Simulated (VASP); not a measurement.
Input:

```yaml
crystal:
  lattice:
    - [-1.44379, 1.44379, 1.44379]
    - [1.44379, -1.44379, 1.44379]
    - [1.44379, 1.44379, -1.44379]
  atoms:
    - { symbol: Fe, position: [0.00000, 0.00000, 0.00000], spin: 2.2 }
```

All values below come from vdW-DF2, VASP's PBE PAW potentials (set 64) (plane waves; VASP). Numerical set-up: 520 eV cut-off, 18×18×18 Γ-centred mesh, first-order Methfessel-Paxton smearing of 0.10 eV, potentials Fe.

Give the energy at these volumes per atom, relative to the lowest: 11.31, 11.67, 12.03, 12.39, 12.75 Å³.

25.9, 6.3, 0.0, 5.2, 20.1 meV/atom. A third-order Birch-Murnaghan fit gives B0 = 168 GPa and B0′ = 4.3.

Measured: bulk modulus 174 GPa at 0 K (computed value off by -3.5 %), as given by H. Levämäki et al., Physical Review B (2014), arXiv:1402.3671 [corrected for temperature and zero-point phonon effects]; a 2.853 Å at 0 K (computed value off by +1.2 %), as given by Daniel Mejia-Rodriguez et al., Physical Review B (2018), arXiv:1807.09216 [static lattice: zero-point anharmonic expansion removed].

The compound is Fe in the bcc structure. It was relaxed first.
